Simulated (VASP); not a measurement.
Input:

```
AlNi3
1.0
    3.52641     0.00000     0.00000
    0.00000     3.52641     0.00000
    0.00000     0.00000     3.52641
Al Ni
1 3
Cartesian
  0.00000   0.00000   0.00000
  0.00000   1.76321   1.76321
  1.76321   0.00000   1.76321
  1.76321   1.76321   0.00000
```
Starting moments (μB, in the order of the record's atoms Al Ni Ni Ni): 0.0 0.5 0.5 0.5.

The numbers are results of r2SCAN meta-GGA, VASP's PBE PAW potentials (set 64) (plane waves; VASP), not measurements. Run with PREC = Normal, EDIFF = 1E-5, 400 eV cut-off, 12×12×12 Γ-centred mesh, first-order Methfessel-Paxton smearing of 0.10 eV, potentials Al Ni.

Predict the cell moment, energy per atom (σ→0), band gap (on the k-mesh) with the smallest direct gap where there is one.

The band gap (on the k-mesh) is none (metal, semimetal or under 0.01 eV) and the cell moment comes out as 0.90 μB. The energy per atom (σ→0) is -1068.5 kJ/mol of atoms.

Give the moment on each site (PAW-sphere projection).

```csv
site,moment (μB)
Al1,-0.02
Ni2,0.33
Ni3,0.33
Ni4,0.33
```

Only differences to runs with the same potentials and settings are physical.

The compound is Ni3Al in the L1_2 structure. It was relaxed first.
